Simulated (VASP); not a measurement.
Consider the following.

```cif
data_PtSe2
_chemical_formula_sum 'Pt1 Se2'
_space_group_name_H-M_alt 'P-3m1'
_space_group_IT_number 164
_space_group_name_Hall '-P 3 2"'
_cell_length_a 3.75601
_cell_length_b 3.75601
_cell_length_c 4.89514
_cell_angle_alpha 90.000
_cell_angle_beta 90.000
_cell_angle_gamma 120.000
loop_
_atom_site_label
_atom_site_type_symbol
_atom_site_symmetry_multiplicity
_atom_site_Wyckoff_symbol
_atom_site_fract_x
_atom_site_fract_y
_atom_site_fract_z
_atom_site_occupancy
Pt1 Pt 1 a 0.00000 0.00000 0.00000 1
Se1 Se 2 d 0.33333 0.66667 0.25983 1
```

The numbers are results of PBEsol GGA, VASP's PBE PAW potentials (set 64) (plane waves; VASP), not measurements. Numerical set-up: 480 eV cut-off, 10×10×6 Γ-centred mesh, first-order Methfessel-Paxton smearing of 0.10 eV, potentials Pt Se.

Without a dispersion term in the relaxation, distances and binding between the weakly bound layers, chains or molecules are unreliable, and so is what depends on them.

Each relaxation starts from this cell; other phases were not tried.

**Question.** The cell is relaxed at 2 GPa. What happens?

**Answer.** The volume per atom goes from 19.94 to 19.17 Å³ (-3.8 %), and the cell becomes a = 3.7540 Å, b = 3.7540 Å, c = 4.7130 Å, α = 90.00°, β = 90.00°, γ = 120.00°, space group P-3m1.

**Question.** The cell is relaxed at 5 GPa. What happens?

**Answer.** The volume per atom goes from 19.94 to 18.51 Å³ (-7.1 %), and the cell becomes a = 3.7367 Å, b = 3.7367 Å, c = 4.5923 Å, α = 90.00°, β = 90.00°, γ = 120.00°, space group P-3m1.

Failed runs are left out, and for metals the shear rows, which the mesh's noise covers.

The compound is PtSe2 in the 1T layered structure.
